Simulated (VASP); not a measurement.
All values below come from revPBE GGA, VASP's PBE PAW potentials (set 64) (plane waves; VASP 6.6.1). For the first row: Numerical set-up: 520 eV cut-off, 5×5×5 Γ-centred mesh, Gaussian smearing of 0.050 eV, potentials K_sv Zn F.

| system | energy (eV/atom) |
|---|---|
| KZnF3 (cubic perovskite) | -3.8194 |
| K atom | -0.1831 |
| Zn atom | -0.0209 |
| F atom | -0.7312 |

Atoms are spin-polarised in a large box without symmetry, with the spin fixed by Hund's rule, and may not be in the lowest state of each functional; no zero-point energy is added.

Problem. What is the cohesive energy per atom of KZnF₃?

Solution. The references average (1×(-0.1831) + 1×(-0.0209) + 3×(-0.7312))/5 = -0.4795 eV, so the cohesive energy is -0.4795 − (-3.8194) = 3.340 eV/atom.
